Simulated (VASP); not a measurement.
All values below come from LDA (Ceperley-Alder, Perdew-Zunger), VASP's LDA PAW potentials (set 64) (plane waves; VASP 6.6.1).

VASP input:

KPOINTS:
```
Automatic mesh
0
Gamma
18 18 18
0 0 0
```

**POSCAR**
```
In
4.8207670
 -0.3311200802   0.3311200802   0.5000000434
  0.3311200802  -0.3311200802   0.5000000434
  0.3311200802   0.3311200802  -0.5000000434
In
1
Direct
  0.0000000000   0.0000000000   0.0000000000
```

INCAR:
```
ALGO  =  Normal
EDIFF  =  1E-7
ENCUT  =  520
ISIF  =  2
ISMEAR  =  -5
LASPH  =  .True.
LCHARG  =  .True.
LMAXMIX  =  4
LORBIT  =  11
LREAL  =  .False.
LWAVE  =  .False.
NEDOS  =  601
NELM  =  100
PREC  =  Accurate
SYSTEM  =  In
```

POTCAR, in this order: In_d (LDA.64 set). Program: vasp_std.

What VASP printed:

**OUTCAR**
```
 ion  position               nearest neighbor table
   1  0.000  0.000  0.000-
  LATTYP: Found a body centered tetragonal cell.
 ALAT       =     3.1925055114
 C/A-ratio  =     1.5100263418
 Subroutine PRICEL returns:
 Original cell was already a primitive cell.
 Subroutine GETGRP returns: Found 16 space group operations
The static configuration has the point symmetry D_4h.
The dynamic configuration has the point symmetry D_4h.
 Subroutine INISYM returns: Found 16 space group operations
 Subroutine IBZKPT returns following result:
 Found    480 irreducible k-points:

 Following reciprocal coordinates:
            Coordinates               Weight
  0.000000  0.000000  0.000000      1.000000
  0.055556 -0.000000  0.000000      8.000000
  0.111111 -0.000000  0.000000      8.000000
  0.166667 -0.000000  0.000000      8.000000
  0.222222 -0.000000  0.000000      8.000000
  0.277778 -0.000000  0.000000      8.000000
  0.333333 -0.000000  0.000000      8.000000
  0.388889 -0.000000  0.000000      8.000000
  0.444444 -0.000000  0.000000      8.000000
  0.500000 -0.000000  0.000000      4.000000
  0.055556  0.055556  0.000000      8.000000
  0.111111  0.055556  0.000000     16.000000
  0.166667  0.055556  0.000000     16.000000
  0.222222  0.055556  0.000000     16.000000
  0.277778  0.055556  0.000000     16.000000
  0.333333  0.055556  0.000000     16.000000
  0.388889  0.055556  0.000000     16.000000
  0.444444  0.055556  0.000000     16.000000
  0.500000  0.055556  0.000000     16.000000
 -0.444444  0.055556 -0.000000     16.000000
 -0.388889  0.055556 -0.000000     16.000000
 -0.333333  0.055556 -0.000000     16.000000
 -0.277778  0.055556 -0.000000     16.000000
 -0.222222  0.055556 -0.000000     16.000000
 -0.166667  0.055556 -0.000000     16.000000
 -0.111111  0.055556 -0.000000     16.000000
 -0.055556  0.055556  0.000000      4.000000
  0.111111  0.111111  0.000000      8.000000
  0.166667  0.111111  0.000000     16.000000
  0.222222  0.111111  0.000000     16.000000
  0.277778  0.111111  0.000000     16.000000
  0.333333  0.111111  0.000000     16.000000
  0.388889  0.111111  0.000000     16.000000
  0.444444  0.111111  0.000000     16.000000
  0.500000  0.111111  0.000000     16.000000
 -0.444444  0.111111 -0.000000     16.000000
 -0.388889  0.111111 -0.000000     16.000000
 -0.333333  0.111111 -0.000000     16.000000
 -0.277778  0.111111 -0.000000     16.000000
 -0.222222  0.111111 -0.000000     16.000000
   k-points           NKPTS =    480   k-points in BZ     NKDIM =    480   number of bands    NBANDS=     10
   number of dos      NEDOS =    601   number of ions     NIONS =      1
   total plane-waves  NPLWV =  21952
   dimension x,y,z NGX =    28 NGY =   28 NGZ =   28
   dimension x,y,z NGXF=    56 NGYF=   56 NGZF=   56
   ions per type =               1
   PREC   = accura    normal or accurate (medium, high low for compatibility)
   ISTART =      0    job   : 0-new  1-cont  2-samecut
   ICHARG =      2    charge: 1-file 2-atom 10-const
   ISPIN  =      1    spin polarized calculation?
   LNONCOLLINEAR =      F non collinear calculations
   LSORBIT =      F    spin-orbit coupling
   INIWAV =      1    electr: 0-lowe 1-rand  2-diag
   ENCUT  =  520.0 eV  38.22 Ry    6.18 a.u.   6.14  6.14  6.14*2*pi/ulx,y,z
   NELM   =    100;   NELMIN=  2; NELMDL= -5     # of ELM steps
   EDIFF  = 0.1E-06   stopping-criterion for ELM
   LREAL  =      F    real-space projection
   NLSPLINE    = F    spline interpolate recip. space projectors
   LMAXMIX     =    4 max onsite mixed and CHGCAR
...
```

### OSZICAR
```
       N       E                     dE             d eps       ncg     rms          rms(c)
DAV:   1     0.702811241129E+02    0.70281E+02   -0.65515E+03  9658   0.169E+03
DAV:   2    -0.618004898965E+00   -0.70899E+02   -0.70007E+02  9778   0.291E+02
DAV:   3    -0.319607983664E+01   -0.25781E+01   -0.25681E+01 11090   0.644E+01
DAV:   4    -0.325419983701E+01   -0.58120E-01   -0.58127E-01 11994   0.970E+00
DAV:   5    -0.325667834681E+01   -0.24785E-02   -0.24798E-02 11800   0.165E+00    0.273E+00
DAV:   6    -0.322532411013E+01    0.31354E-01   -0.54629E-02 11038   0.530E+00    0.133E+00
DAV:   7    -0.321790434346E+01    0.74198E-02   -0.15560E-02 12584   0.255E+00    0.280E-01
DAV:   8    -0.321712610281E+01    0.77824E-03   -0.77636E-04 10918   0.628E-01    0.266E-02
DAV:   9    -0.321712465192E+01    0.14509E-05   -0.13328E-05 13868   0.565E-02    0.170E-02
DAV:  10    -0.321712470434E+01   -0.52422E-07   -0.52394E-07 10922   0.997E-03
   1 F= -.32171247E+01 E0= -.32171247E+01  d E =0.000000E+00
```

### OUTCAR
```
------------------------ aborting loop because EDIFF is reached ----------------------------------------
  FORCE on cell =-STRESS in cart. coord.  units (eV):
  Direction    XX          YY          ZZ          XY          YZ          ZX
  --------------------------------------------------------------------------------------
  Total        0.0300679      0.0300679      0.0260337      0.0000000     -0.0000000      0.0000000
  in kB        1.9609402      1.9609402      1.6978418      0.0000000     -0.0000000      0.0000000
  external PRESSURE =       1.8732408 kB  Pullay stress =       0.0000000 kB
  volume of cell :       24.57
      direct lattice vectors                 reciprocal lattice vectors
    -1.596252756  1.596252756  2.410383709     0.000000000  0.313233602  0.207435853
     1.596252756 -1.596252756  2.410383709     0.313233602  0.000000000  0.207435853
     1.596252756  1.596252756 -2.410383709     0.313233602  0.313233602  0.000000000
 POSITION                                       TOTAL-FORCE (eV/Angst)
 -----------------------------------------------------------------------------------
      0.00000      0.00000      0.00000        -0.000000      0.000000      0.000000
 -----------------------------------------------------------------------------------
    total drift:                               -0.000000     -0.000000     -0.000000
  FREE ENERGIE OF THE ION-ELECTRON SYSTEM (eV)
  ---------------------------------------------------
  free  energy   TOTEN  =        -3.2171247043 eV

  energy  without entropy=       -3.2171247043  energy(sigma->0) =       -3.21712470

 total charge

# of ion       s       p       d       tot
------------------------------------------
    1        1.013   0.535   9.851  11.399
```
(Selected blocks of OUTCAR.)

**OUTCAR**
```
 val. band max:        8.1918434574   @ k =   0.2222   0.2222   0.2222

 cond. band min:       7.8008893958   @ k =  -0.4444   0.4444   0.2778


 Fermi energy:         7.9752147457

 k-point     1 :       0.0000    0.0000    0.0000
  band No.  band energies     occupation
      1      -6.7403      2.00000
      2      -6.6302      2.00000
      3      -6.6302      2.00000
      4      -6.5186      2.00000
      5      -6.4069      2.00000
      6      -2.0546      2.00000
      7      18.9547      0.00000
      8      18.9547      0.00000
      9      19.1255      0.00000
     10      19.7556      0.00000

 k-point     2 :       0.0556   -0.0000    0.0000
  band No.  band energies     occupation
      1      -6.7346      2.00000
      2      -6.6304      2.00000
      3      -6.6242      2.00000
      4      -6.5180      2.00000
      5      -6.4093      2.00000
      6      -1.9836      2.00000
      7      18.0368      0.00000
      8      18.8611      0.00000
      9      18.8964      0.00000
     10      19.6515      0.00000

 k-point     3 :       0.1111   -0.0000    0.0000
  band No.  band energies     occupation
      1      -6.7211      2.00000
      2      -6.6318      2.00000
      3      -6.6081      2.00000
      4      -6.5129      2.00000
      5      -6.4147      2.00000
      6      -1.7695      2.00000
      7      16.1635      0.00000
      8      18.4579      0.00000
      9      18.6298      0.00000
     10      19.6297      0.00000

 k-point     4 :       0.1667   -0.0000    0.0000
  band No.  band energies     occupation
      1      -6.7094      2.00000
      2      -6.6371      2.00000
      3      -6.5883      2.00000
      4      -6.4944      2.00000
      5      -6.4179      2.00000
      6      -1.4089      2.00000
      7      14.1671      0.00000
      8      17.9267      0.00000
      9      18.3474      0.00000
     10      19.6221      0.00000

 k-point     5 :       0.2222   -0.0000    0.0000
...
```

For a metal the tetrahedron method with Blöchl corrections gives inexact stress and forces. Unless said otherwise, spin-orbit coupling is left out, though it shifts the bands of the heavy elements here.

The compound is In in the bct structure. It was relaxed first, which changed the volume by -6 %.
